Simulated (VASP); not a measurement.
Method: revPBE GGA, VASP's PBE PAW potentials (set 64) (plane waves; VASP).

VASP ran on this input.

### POSCAR
```
MoSi2
18.17070
  0.2523305101   0.0000000000   0.0000000000
  0.1261652551   0.4542084785   0.0000000000
  0.0000000000   0.0000000000   1.0000000000
Si Mo
12 6
Direct
  0.8628220000   0.1743570000   0.4298020000
  0.7458020000   0.4083960000   0.3302020000
  0.5935330000   0.7129350000   0.3697990000
  0.0150910000   0.8698180000   0.3902000000
  0.4014000000   0.0972010000   0.5498030000
  0.2843800000   0.3312400000   0.4501970000
  0.1321110000   0.6357790000   0.4898000000
  0.5536690000   0.7926620000   0.5102000000
  0.9399780000   0.0200450000   0.6697980000
  0.8229580000   0.2540840000   0.5701980000
  0.6706890000   0.5586230000   0.6098000000
  0.0922470000   0.7155060000   0.6302010000
  0.4389560000   0.0220870000   0.4100010000
  0.1696670000   0.5606650000   0.3499980000
  0.9775340000   0.9449320000   0.5300020000
  0.7082450000   0.4835100000   0.4699980000
  0.5161120000   0.8677760000   0.6500020000
  0.2468230000   0.4063540000   0.5899990000
```

**INCAR**
```
IDIPOL = 3
LDIPOL = .TRUE.
LREAL = Auto   ! projection in real space or not
ISIF = 2   ! forces and stress, cell fixed
SIGMA = 0.2   ! width (eV)
LASPH = .TRUE.   ! aspherical one-centre terms
ENCUT = 300   ! plane-wave cut-off (eV)
SYSTEM = MoSi2
ALGO = Normal   ! blocked Davidson
LMAXMIX = 4   ! l cut-off of mixed one-centre charges
EDIFF = 1E-6   ! SCF stop (eV)
PREC = Accurate
DIPOL = 0.5 0.5 0.5
NELM = 100   ! most electronic steps
ISMEAR = 0   ! Gaussian
GGA = RE   ! revPBE
LWAVE = .FALSE.
LCHARG = .FALSE.
```

**KPOINTS**
```
Automatic mesh
0
Gamma
6 6 1
0 0 0
```

POTCAR, in this order: Si Mo_sv (PBE.64 set). Program: vasp_std.

At this cut-off the stress carries a Pulay error, which pulls relaxed volumes low. The cell holds a wide vacuum, so values per volume refer to the whole cell.

### Question
Estimate the energy per atom (σ→0), largest force, band gap (on the k-mesh).

### Answer

- energy per atom (σ→0) = -658.0 kJ/mol of atoms
- band gap (on the k-mesh) = none (metal, semimetal or under 0.01 eV)
- largest force = 1.343 eV/Å

File OSZICAR:
```
...
DAV:  20    -0.122859795849E+03   -0.43701E-03   -0.29648E-05  1940   0.146E-02    0.403E-03
DAV:  21    -0.122859972940E+03   -0.17709E-03   -0.12969E-05  1845   0.874E-03    0.234E-03
DAV:  22    -0.122860050667E+03   -0.77727E-04   -0.83492E-06  1829   0.523E-03    0.129E-03
DAV:  23    -0.122860080511E+03   -0.29844E-04   -0.39150E-06  1781   0.299E-03    0.763E-04
DAV:  24    -0.122860086121E+03   -0.56106E-05   -0.65674E-07  1564   0.137E-03    0.238E-04
DAV:  25    -0.122860088629E+03   -0.25074E-05   -0.41461E-07  1501   0.855E-04    0.174E-04
DAV:  26    -0.122860089001E+03   -0.37174E-06   -0.70155E-08  1356   0.474E-04
   1 F= -.12286009E+03 E0= -.12275979E+03  d E =-.200590E+00
```

The cell is a sheet with vacuum, built from a generated structure.
